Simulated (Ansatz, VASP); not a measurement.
# Sb (linear Sb chain) in two plane-wave programs

One calculation is typed for both programs; each brings its own data sets. How far apart do they land? The cell is taken from a series of runs on this material, whose earlier steps may have relaxed, scaled, displaced or heated it; both programs get it as it stands.

Main program and level: Ansatz 0.2.0; plane waves, with VASP 6.6.1 beside it; single point at PBEsol.

### 1. Set-up

The cell holds 1 atom: 1 Sb. Cell: a = 7.500 Å, b = 7.500 Å, c = 2.364 Å, α = 90.0°, β = 90.0°, γ = 90.0°. Vacuum lies along a and b. The structure's axis is c.

### 2. Ansatz: single point, PBEsol, pair 1

Ansatz runs on its default PAW (the set named soft_2) files.

With cell and atoms fixed, the geometry can't cause a difference; cores, projectors, grids and the points listed under the comparison can.

Contents of input.yaml:

```yaml
crystal:
  lattice:
    - [7.5, 0.0, 0.0]
    - [0.0, 7.5, 0.0]
    - [0.0, 0.0, 2.3637246625]
  atoms:
    - { symbol: Sb, position: [0.5, 0.5, 0.0], spin: 0.3 }
magnetization:
  spin_polarized: true
kpoints:
  mp_grid: { grid: [1, 1, 34] }
scf:
  occupations: { method: fermi_dirac, width: 0.05 }
hamiltonian:
  xc: pbesol
output:
  transmission:
    e_range: [-2, 2]
    de: 0.035
    kmesh: [1, 1]
    reduced_basis: true
    leads: [[0, 0]]
  stress: true
```

On the command line:

```bash
ansatz run input.yaml --threads 4 --pin off --max-ram 8192MiB --backend cpu --events-out ev --progress --plain --runs-dir out
```

Numbers of over 12 decimals in the logs are rounded to 6 here.

What it wrote:

```text
Engine: ansatz 0.2.0, aarch64-unknown-linux-gnu
Pseudopotentials: kind: paw
Pseudopotential: Sb, paw, valence charge 15, recommended cutoff 420 eV (normal), Sb.paw.azcp
Functional definition: PBEsol
  exchange = pbesol_x
  correlation = pbesol_c
Crystal: 1 atoms, lattice volume = 132.960 Å³
Basis set: ecut = 420 eV, 2583 PW (Γ)
Bands: 12, of which v1, the nominal top of the filled ones, is band 8 counted from 1 (7 counted from 0)
Symmetry: 16 space group operations
Space group: P4/mmm (ITA 123), of the structure as read, at distance tolerance 5.1e-5 Å
Magnetic group: BNS 123.339 (UNI 999), of the structure as read, at distance tolerance 5.1e-5 Å
k-points: 18 of 34
Non-local potential: Sb, projectors of the file, l = 0: 2, l = 1: 2, l = 2: 2, l = 3: 2
PAW form: soft (Blöchl's): semilocal exchange-correlation on the pseudo side does not see the compensation charge
PAW frozen core: Sb, regenerated for the run's functional, and the local potential with it (the file was generated under x = pbe(κ = 0.804, μ = 0.219515), c = pbe(β = 0.066725))
PAW one-centre angular grid: Sb, 590 points (default); XC on 64 Gauss nodes
Initial density: superposition of atomic densities (neutral atoms: chi_scale 0, normalization atom)
Starting moments: Σ|m| = 0.3 μB on 1 of 1 site
Initial wavefunctions: pseudopotential atomic-orbital guess
Functional: x = pbesol(κ = 0.804, μ = 0.123457), c = pbesol(β = 0.046)
iter 1 solved again at ethr=1.14e-3 eV; its pass at ethr=3.10e-3 eV (dr2=1.71e-1 eV) is discarded
SCF iter   1: F=—  HF=-6406.086253 eV  |F-HF|=—  |Δ(HF+E_count)|=         —  Δρ=9.00e-3 (↑9.00e-3 ↓8.54e-3)  dr2=1.77e-1  dr2_m=7.04e-2  M=0.006 μB ∫|m|=0.009 μB  β_m=0.30  ethr=1.14e-3  ⟨swp⟩=1.2  Hψ=3986  notcnv=0
preconditioner: auto → Resta (q_TF=auto, 1.897 Å⁻¹)  ε∞=1.5  [insulator: Δε(μ)=0.333 eV  Ē_g=8.946 eV  σ=0.050 eV  W_gap=0.93  n_scr=20 (ndim 8)  ℏωp=6.4 eV  f_vac=0.629  D(μ)=0.14/eV (n_scr^D=0)  ε∞_Penn≈1.5  vacuum switching on, ρ_ref=5.8e-3 e/Å³]
spin=Collinear: Resta preconditioning applied to the charge; magnetization (m = ρ↑ − ρ↓) channel mixes plain (no charge-response kernel on spin).
SCF iter   2: F=—  HF=-6406.052159 eV  |F-HF|=—  |Δ(HF+E_count)|=   3.41e-2  Δρ=6.20e-3 (↑6.20e-3 ↓5.94e-3)  dr2=7.42e-2  dr2_m=3.50e-2  M=0.002 μB ∫|m|=0.006 μB  β_m=0.30  ethr=1.14e-3  ⟨swp⟩=2.2  Hψ=556  notcnv=0
SCF iter   3: F=—  HF=-6406.030887 eV  |F-HF|=—  |Δ(HF+E_count)|=   2.13e-2  Δρ=3.84e-3 (↑3.77e-3 ↓3.84e-3)  dr2=1.20e-3  dr2_m=1.73e-2  M=0.001 μB ∫|m|=0.004 μB  β_m=0.30  ethr=4.95e-4  ⟨swp⟩=2.7  Hψ=756  notcnv=0
SCF iter   4: F=—  HF=-6406.032394 eV  |F-HF|=—  |Δ(HF+E_count)|=   1.51e-3  Δρ=2.71e-3 (↑2.63e-3 ↓2.71e-3)  dr2=4.89e-4  dr2_m=8.56e-3  M=0.001 μB ∫|m|=0.003 μB  β_m=0.30  ethr=8.02e-6  ⟨swp⟩=2.0  Hψ=598  notcnv=0
SCF iter   5: F=—  HF=-6406.033338 eV  |F-HF|=—  |Δ(HF+E_count)|=   9.44e-4  Δρ=1.91e-3 (↑1.82e-3 ↓1.91e-3)  dr2=1.67e-5  dr2_m=4.24e-3  M=0.001 μB ∫|m|=0.002 μB  β_m=0.30  ethr=3.26e-6  ⟨swp⟩=2.6  Hψ=685  notcnv=0
SCF iter   6: F=—  HF=-6406.033684 eV  |F-HF|=—  |Δ(HF+E_count)|=   3.46e-4  Δρ=1.32e-3 (↑1.31e-3 ↓1.32e-3)  dr2=2.36e-6  dr2_m=2.10e-3  M=0.000 μB ∫|m|=0.002 μB  β_m=0.30  ethr=1.11e-7  ⟨swp⟩=2.2  Hψ=697  notcnv=0
Mixer restart at iter 6: flushing history
spin-set hold released at iteration 6 (site moments contracting): the magnetisation degrees of freedom join the quasi-Newton model from the next iteration; the mixer history was flushed
SCF iter   7: F=—  HF=-6406.033858 eV  |F-HF|=—  |Δ(HF+E_count)|=   1.73e-4  Δρ=9.26e-4 (↑9.20e-4 ↓9.26e-4)  dr2=1.10e-6  dr2_m=1.04e-3  M=0.000 μB ∫|m|=0.001 μB  β_m=0.65  ethr=1.58e-8  ⟨swp⟩=2.3  Hψ=636  notcnv=0
SCF iter   8: F=—  HF=-6406.034029 eV  |F-HF|=—  |Δ(HF+E_count)|=   1.71e-4  Δρ=3.62e-6 (↑3.62e-6 ↓3.33e-6)  dr2=9.81e-9  dr2_m=1.33e-8  M=-0.000 μB ∫|m|=0.000 μB  β_m=0.75  ethr=6.67e-10  ⟨swp⟩=6.2  Hψ=2735  notcnv=0
SCF iter   9: F=—  HF=-6406.034029 eV  |F-HF|=—  |Δ(HF+E_count)|=   5.26e-8  Δρ=1.42e-6 (↑1.42e-6 ↓1.18e-6)  dr2=8.82e-10  dr2_m=1.88e-9  M=-0.000 μB ∫|m|=0.000 μB  β_m=0.87  ethr=6.54e-11  ⟨swp⟩=4.1  Hψ=1232  notcnv=0
SCF iter  10: F=—  HF=-6406.034029 eV  |F-HF|=—  |Δ(HF+E_count)|=   8.91e-9  Δρ=3.46e-7 (↑3.46e-7 ↓2.72e-7)  dr2=3.33e-10  dr2_m=4.16e-11  M=-0.000 μB ∫|m|=0.000 μB  β_m=0.78  ethr=5.88e-12  ⟨swp⟩=3.9  Hψ=1197  notcnv=0
SCF iter  11: F=-6406.034029 eV  HF=-6406.034029 eV  |F-HF|=1.82e-11  |Δ(HF+E_count)|=  6.18e-11  Δρ=7.06e-8 (↑7.06e-8 ↓6.00e-8)  dr2=2.72e-12  dr2_m=4.69e-12  M=-0.000 μB ∫|m|=0.000 μB  ethr=2.22e-12  ⟨swp⟩=3.1  Hψ=953  notcnv=0
SCF 1 converged in 11 iterations: F = -6406.034029 eV  dr2 = 2.72e-12
  greatest PAW one-centre occupation: 0.998 electrons in one spin orbital (limit 2), on the Sb atom at site 0 (counted from 0), in its partial waves of l = 2
WARN: the starting moments were not kept: the SCF closed with an absolute magnetisation of 1.3e-6 μB, where they sum to 0.3 μB in size (1 site). That is at most 0.1 of that sum. Measured as dr2_m measures the in/out step, that magnetisation stands 1.8e-13 eV from none, at or under the dr2_threshold of 1.0e-7 eV: it is no larger than a step whose dr2_m would equal this threshold. The system may hold no moment; this SC [...]
transmission: 6 of 36 steps passed
transmission: 9 of 36 steps passed
[...]
transmission: 36 of 36 steps passed
SCF converged after 11 iterations
Magnetization: -0.0000 μB (7.5000 up, 7.5000 down)
Absolute magnetization: 0.0000 μB (∫|ρ↑−ρ↓|, with the PAW one-centre terms)
Spin contamination: 0.0000 ħ² per cell (⟨S²⟩ above its minimum at these occupations)
Per-site moments (μB) at R_I (Å): [(3.1597933499191314e-7, 0.975036)]
Free energy (F): -6406.034029 eV
Harris-Foulkes:  -6406.034029 eV  (|F-HF|=1.82e-11)
Internal energy: -6406.033191 eV  (E = F + TS)
E sigma→0 (E₀):  -6406.033610 eV
Entropy (-TS):   -0.000838 eV (-0.838 meV/atom)
Fermi energy:    -1.295630 eV
--- Per-component energies (eV) ---
  E_band       = -336.277961
  E_kinetic    = 210.748234
  E_local      = -3623.231875  (includes V_loc(G=0)·N_el)
  E_nonlocal   = 365.382852
  E_hartree    = 1651.474598
  E_xc         = -137.867658
  E_vxc        = -97.019308  (∫ρ·V_xc dr)
  E_paw        = -4500.319159  (= ΣΔE_a)
  E_vpaw       = -495.107075  (= ΣTr[D̂ρ^β])
  E_aug_tail   = -0.000002  (compensation charges beyond the density's cutoff)
  E_ewald      = -372.552039
  E_core_change = 0.331857  (= ΣΔE_core)
  E_smearing   = -0.000838  (= −TS)
  E_closure    = -0.000000  (closes the sum)
  Σ components = -6406.034029   (vs F -6406.034029, Δ=0.00e0)
--- Stress (GPa, compression-positive) ---
        0.198828       0.000000       0.000000
        0.000000       0.198828       0.000000
        0.000000       0.000000      14.691920
  P = ⅓ Tr σ = 5.0299 GPa (50.299 kbar)
--- Band table (eV; the first three rows and the last of 36) ---
  k-point 0 ↑: bands = [... 4 lower, -30.1128, -13.4215, -4.2229, -4.2229, 1.6154, 2.9862, 4.0578, 4.9485]
  k-point 1 ↑: bands = [... 4 lower, -30.1187, -13.3992, -4.1945, -4.1945, 1.6373, 3.0088, 4.0797, 4.9727]
  k-point 2 ↑: bands = [... 4 lower, -30.1360, -13.3320, -4.1094, -4.1094, 1.7031, 3.0766, 4.1455, 5.0453]
  k-point 17 ↓: bands = [... 4 lower, -29.8185, -6.8995, -5.3659, 1.7080, 1.7080, 5.3129, 5.3129, 7.8115]
--- Transmission ---
  basis      : 497 plane waves across, 3 finite elements along
  points     : 1, standing for a mesh of 1 x 1
  filling    : by the input's occupations and mesh, since the crystals that have channels conduct as metals do. If one of these is a semiconductor, that mesh has misplaced its level
  energies   : 115 from -2.000000 to 1.990000 eV about the Fermi level, 0.035000 eV apart; the leads are filled to 0.000000 eV, and channels, transmission and decay are at -0.005000 eV
  crystal 0  : Sb1, at the sites [0, 0], period 2.3637 Å: whole cells are its period
    offset         : up to 0.0000 Å between an atom of the period and one for which it stands
    filled         : 27.6 meV over the level at which it is neutral
    channels       : 3.000000e0 up, 3.000000e0 down
    conductance    : 4.1323e14 S/m² at 300 K; may be off by some 0.0 % by where its bands' edges are placed, 0.0 % from the distance to neutral
```

In the SCF lines HF is the Harris–Foulkes energy and dr2 the Hartree energy of the density residual, in eV; the loop may stop once dr2 is under the threshold and the program's other checks hold. Hψ counts applications of the Hamiltonian.

### 3. VASP: single point, PBEsol, pair 1

The same cell, functional, mesh and smearing now go to VASP, with its own data sets.

Lines of VASP's logs that name or quote its potential files are left out, and so is its time.

Contents of INCAR:

```
SYSTEM = Sb
PREC = Accurate
ENCUT = 500
EDIFF = 1E-06
NELM = 200
ISMEAR = -1
SIGMA = 0.05
LREAL = .FALSE.
ALGO = Normal
GGA = PS
NBANDS = 9
ISPIN = 2
MAGMOM = 0
LORBIT = 11
LWAVE = .FALSE.
LCHARG = .FALSE.
ISIF = 2
LASPH = .TRUE.
GGA_COMPAT = .FALSE.
```

Contents of POSCAR:

```
Sb
1.0
    7.5000000000      0.0000000000      0.0000000000
    0.0000000000      7.5000000000      0.0000000000
    0.0000000000      0.0000000000      2.3637246625
Sb
1
Direct
    0.5000000000      0.5000000000      0.0000000000
```

Contents of KPOINTS:

```
Automatic mesh
0
Gamma
1 1 34
0 0 0
```

PAW data sets: Sb (PBE family, release 64).

On the command line:

```bash
mpirun -np 1 vasp_std
```

What it wrote:

```text
[banner, memory and clock lines left out]
running    1 mpi-ranks, on    1 nodes
 distrk:  each k-point on    1 cores,    1 groups
 distr:  one band on    1 cores,    1 groups

 POSCAR found type information on POSCAR Sb
 POSCAR found :  1 types and       1 ions
|                                                                             |
|               ----> ADVICE to this user running VASP <----                  |
|                                                                             |
|     You enforced a specific xc type in the INCAR file but a different       |
|     [... a line on the potential file left out ...]
|     I HOPE YOU KNOW WHAT YOU ARE DOING!                                     |
|                                                                             |

 LDA part: xc-table for (Slater+PW92), standard interpolation
 POSCAR, INCAR and KPOINTS ok, starting setup
 FFT: planning ... GRIDC
 FFT: planning ... GRID_SOFT
 FFT: planning ... GRID
 WAVECAR not read
 entering main loop
       N       E                     dE             d eps       ncg     rms          rms(c)
DAV:   1     0.207282264901E+02    0.20728E+02   -0.13662E+03   648   0.301E+02
DAV:   2    -0.133789164676E+01   -0.22066E+02   -0.18207E+02   790   0.559E+01
DAV:   3    -0.254969907603E+01   -0.12118E+01   -0.12045E+01   792   0.160E+01
DAV:   4    -0.256658051961E+01   -0.16881E-01   -0.16880E-01   836   0.244E+00
DAV:   5    -0.256712768769E+01   -0.54717E-03   -0.54717E-03   878   0.410E-01    0.313E+00
DAV:   6    -0.251043644914E+01    0.56691E-01   -0.45673E-02   764   0.806E-01    0.190E+00
DAV:   7    -0.248279875239E+01    0.27638E-01   -0.84542E-02   743   0.109E+00    0.196E-01
DAV:   8    -0.248282106332E+01   -0.22311E-04   -0.29398E-03   676   0.346E-01    0.541E-02
DAV:   9    -0.248302987514E+01   -0.20881E-03   -0.10475E-04   669   0.642E-02    0.316E-02
DAV:  10    -0.248346338482E+01   -0.43351E-03   -0.21199E-04   650   0.647E-02    0.108E-02
DAV:  11    -0.248364853046E+01   -0.18515E-03   -0.57701E-05   684   0.405E-02    0.713E-03
DAV:  12    -0.248376195471E+01   -0.11342E-03   -0.79956E-06   654   0.227E-02    0.412E-03
DAV:  13    -0.248380190073E+01   -0.39946E-04   -0.27943E-06   657   0.106E-02    0.181E-03
DAV:  14    -0.248380452533E+01   -0.26246E-05   -0.16761E-07   684   0.221E-03    0.137E-03
DAV:  15    -0.248380764250E+01   -0.31172E-05   -0.33869E-07   669   0.287E-03    0.626E-04
DAV:  16    -0.248380770890E+01   -0.66406E-07   -0.15529E-08   662   0.551E-04
   1 F= -.24838077E+01 E0= -.24833987E+01  d E =-.817991E-03  mag=    -0.0000
```

Parts of OUTCAR (step 3):

```text
ion  position               nearest neighbor table
   1  0.500  0.500  0.000-

  LATTYP: Found a simple tetragonal cell.
 ALAT       =     7.5000000000
 C/A-ratio  =     0.3151632883

 Subroutine GETGRP returns: Found 16 space group operations
 (whereof 16 operations were pure point group operations)

The static configuration has the point symmetry D_4h.

 Found     18 irreducible k-points:

   k-points           NKPTS =     18   k-points in BZ     NKDIM =     18   number of bands    NBANDS=      9

   dimension x,y,z NGX =    56 NGY =   56 NGZ =   18
   dimension x,y,z NGXF=   112 NGYF=  112 NGZF=   36

   ENCUT  =  500.0 eV  36.75 Ry    6.06 a.u.  13.67 13.67  4.31*2*pi/ulx,y,z

   NELECT =       5.0000    total number of electrons

 k-points in reciprocal lattice and weights: Automatic mesh
   0.00000000  0.00000000  0.00000000       0.029
   0.00000000  0.00000000  0.02941176       0.059
   0.00000000  0.00000000  0.05882353       0.059
   0.00000000  0.00000000  0.08823529       0.059
   0.00000000  0.00000000  0.11764706       0.059
   0.00000000  0.00000000  0.14705882       0.059
   0.00000000  0.00000000  0.17647059       0.059
   0.00000000  0.00000000  0.20588235       0.059
   0.00000000  0.00000000  0.23529412       0.059
[...]
0.00000000  0.00000000  0.47058824       0.059
   0.00000000  0.00000000  0.50000000       0.029

 average (electrostatic) potential at core
       1 -94.3916

 E-fermi :  -1.9146

 spin component 1
 k-point     1 :       0.0000    0.0000    0.0000
  band No.  band energies     occupation
      1     -14.0862      1.00000
      2      -4.8534      1.00000
      3      -4.8534      1.00000
      4       0.9828      0.00000
      5       2.3439      0.00000
      6       3.4013      0.00000
      7       4.3147      0.00000
      8       4.3147      0.00000
    ...

 k-point     2 :       0.0000    0.0000    0.0294
  band No.  band energies     occupation
      1     -14.0629      1.00000
      2      -4.8249      1.00000
      3      -4.8249      1.00000
      4       1.0047      0.00000
      5       2.3664      0.00000
      6       3.4230      0.00000
      7       4.3389      0.00000
      8       4.3389      0.00000
    ...

 k-point     3 :       0.0000    0.0000    0.0588
  band No.  band energies     occupation
      1     -13.9931      1.00000
      2      -4.7397      1.00000
      3      -4.7397      1.00000
      4       1.0703      0.00000
      5       2.4339      0.00000
      6       3.4882      0.00000
      7       4.4114      0.00000
      8       4.4114      0.00000
    ...

 k-point     4 :       0.0000    0.0000    0.0882
  band No.  band energies     occupation
      1     -13.8765      1.00000
      2      -4.5984      1.00000
      3      -4.5984      1.00000
      4       1.1794      0.00000
      5       2.5464      0.00000
      6       3.5968      0.00000
      7       4.5320      0.00000
      8       4.5320      0.00000
    ...

 k-point     5 :       0.0000    0.0000    0.1176
  band No.  band energies     occupation
      1     -13.7127      1.00000
      2      -4.4019      1.00000
      3      -4.4019      1.00000
      4       1.3311      0.00000
      5       2.7039      0.00000
      6       3.7488      0.00000
      7       4.7006      0.00000
      8       4.7006      0.00000
    ...

 k-point     6 :       0.0000    0.0000    0.1471
  band No.  band energies     occupation
      1     -13.5010      1.00000
      2      -4.1518      1.00000
      3      -4.1518      1.00000
      4       1.5236      0.00000
      5       2.9063      0.00000
      6       3.9442      0.00000
      7       4.9168      0.00000
      8       4.9168      0.00000
    ...

  Total        0.1652251      0.1652251     12.4250119      0.0000000      0.0000000      0.0000000
  in kB        1.9909810      1.9909810    149.7228148      0.0000000      0.0000000      0.0000000
  external PRESSURE =      51.2349256 kB  Pullay stress =       0.0000000 kB

  energy-cutoff  :      500.00
  volume of cell :      132.96
      direct lattice vectors                 reciprocal lattice vectors
     7.500000000  0.000000000  0.000000000     0.133333333  0.000000000  0.000000000
     0.000000000  7.500000000  0.000000000     0.000000000  0.133333333  0.000000000
     0.000000000  0.000000000  2.363724663     0.000000000  0.000000000  0.423061119

 POSITION                                       TOTAL-FORCE (eV/Angst)
 -----------------------------------------------------------------------------------
      3.75000      3.75000      0.00000         0.000000      0.000000      0.000000
 -----------------------------------------------------------------------------------
    total drift:                               -0.000000     -0.000000     -0.000000

  FREE ENERGIE OF THE ION-ELECTRON SYSTEM (eV)
  ---------------------------------------------------
  free  energy   TOTEN  =        -2.4838077089 eV

  energy  without entropy=       -2.4829897176  energy(sigma->0) =       -2.48339871

 total charge
# of ion       s       p       d       tot
------------------------------------------
    1        1.212   1.359   0.057   2.628

 magnetization (x)
# of ion       s       p       d       tot
------------------------------------------
    1       -0.000   0.000  -0.000   0.000

[... 6 further parts left out ...]
```

This run allows spin, but its moments start at zero, where symmetry between the spins tends to hold them. Its electron count is odd, so without a moment it is a metal by construction.

### 4. Comparison

Known differences besides the potentials themselves: the data sets hold 15 valence electrons in Ansatz (on its default PAW (the set named soft_2) files) and 5 in VASP; the cutoff is 420 eV in Ansatz and 500 eV in VASP; Ansatz makes its cores anew for this functional, VASP keeps those of its PBE data sets. Total energies have different zeros and are not compared.

The two programs side by side:

```csv
quantity,Ansatz,VASP,difference
pressure (GPa),5.03,5.12,-0.09
```

### 5. Ansatz: single point, PBEsol, pair 2

A single point gives forces, pressure and levels at one fixed geometry, so differences don't come from the geometry; what else differs is listed under the comparison. The cell compared in this pair holds 139.00 Å³, against 132.96 Å³ for the pair before.

The cell is taken from a series of runs on this material, whose earlier steps may have relaxed, scaled, displaced or heated it; both programs get it as it stands.

Changes to input.yaml since step 2:

```diff
@@ -4,3 +4,3 @@
     - [0.0, 7.5, 0.0]
-    - [0.0, 0.0, 2.3637246625]
+    - [0.0, 0.0, 2.4711666926]
   atoms:
@@ -10,3 +10,3 @@
 kpoints:
-  mp_grid: { grid: [1, 1, 34] }
+  mp_grid: { grid: [1, 1, 33] }
 scf:
```

On the command line:

```bash
ansatz run input.yaml --threads 4 --pin off --max-ram 8192MiB --backend cpu --events-out ev --progress --plain --runs-dir out
```

What it wrote:

```text
[...]
Crystal: 1 atoms, lattice volume = 139.003 Å³
Basis set: ecut = 420 eV, 2713 PW (Γ)
Bands: 12, of which v1, the nominal top of the filled ones, is band 8 counted from 1 (7 counted from 0)
Symmetry: 16 space group operations
[...]
k-points: 17 of 33
[...]
Starting moments: Σ|m| = 0.3 μB on 1 of 1 site
[...]
--- Transmission ---
  basis      : 497 plane waves across, 4 finite elements along
  points     : 1, standing for a mesh of 1 x 1
[...]
crystal 0  : Sb1, at the sites [0, 0], period 2.4712 Å: whole cells are its period
[...]
filled         : 19.7 meV over the level at which it is neutral
    channels       : 3.000000e0 up, 3.000000e0 down
[...]
[key lines of the parts left out:]
SCF converged after 13 iterations
Magnetization: 0.0000 μB (7.5000 up, 7.5000 down)
Free energy (F): -6406.453432 eV
Fermi energy:    -1.568498 eV
P = ⅓ Tr σ = 2.8466 GPa (28.466 kbar)
```

(Continued in part 2 of 2.)

[Lines on the potential files, build, host, timing and source positions are cut from VASP's logs without a mark.]

[Logs are printed without paths, hosts, clocks, repeated set-up lines and the standing remarks that a program may print on its own settings, such as how far it seeks lower states.]

[Hosts, paths, dates, database ids (printed as entryN), source tags and the programs' standing remarks are cut or masked in the printed files.]
